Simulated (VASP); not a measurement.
Consider the following.

```
CELL_PARAMETERS angstrom
      1.84263    -3.19154     0.00000
      1.84263     3.19154     0.00000
      0.00000     0.00000     5.88445
ATOMIC_POSITIONS crystal
  Sn 0.00000 0.00000 0.00000
  S  0.33333 0.66667 0.25163
  S  0.66667 0.33333 0.74837
```

Calculation: optB86b-vdW, VASP's PBE PAW potentials (set 64) (plane waves; VASP). Run with 520 eV cut-off, 8×8×4 Γ-centred mesh, tetrahedra with Blöchl corrections, potentials Sn_d S.

The cores are frozen, which limits the accuracy of field gradients.

Problem. Give the principal components of the electric field gradient (V/Å²) and the asymmetry η at each nucleus.

Solution. 
```csv
atom,Vxx,Vyy,Vzz,η
Sn1,-6.2,-6.2,12.4,0.00
S2,22.4,22.4,-44.7,0.00
S3,22.4,22.4,-44.7,0.00
```

The compound is SnS2 in the 1T layered structure. It was relaxed first.
